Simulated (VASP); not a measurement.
Here is the system:

```yaml
crystal:
  lattice:
    - [5.46455, 0.00000, 0.00000]
    - [-2.73228, 4.73244, 0.00000]
    - [0.00000, 0.00000, 5.30601]
  atoms:
    - { symbol: Mg, position: [0.00000, 0.66939, 0.00000] }
    - { symbol: Mg, position: [0.66939, 0.00000, 0.00000] }
    - { symbol: Mg, position: [0.33061, 0.33061, 0.00000] }
    - { symbol: Mg, position: [0.66667, 0.33333, 0.50000] }
    - { symbol: Mg, position: [0.33333, 0.66667, 0.50000] }
    - { symbol: Sb, position: [0.00000, 0.00000, 0.50000] }
```

These are PBEsol GGA, VASP's PBE PAW potentials (set 64) (plane waves; VASP 6.6.1) values and carry that method's errors. Numerical set-up: 400 eV cut-off, 7×7×7 Γ-centred mesh, tetrahedra with Blöchl corrections, potentials Mg Sb.

Unless said otherwise, spin-orbit coupling is left out, though it shifts the bands of the heavy elements here.

### Question
What does the run give for the energy per atom (σ→0), band gap (on the k-mesh) with the smallest direct gap where there is one?

### Answer

```yaml
band gap (on the k-mesh): none (metal, semimetal or under 0.01 eV)
energy per atom (σ→0): -2.256 eV/atom
```

The absolute energy has meaning only against runs of the same code, potentials and settings.

The structure comes from a computed database's Mg5Sb entry (P-62m); how it stands against other phases isn't given here. It was relaxed first. The electron count is odd and the run is not spin-polarised, which forces a metal.
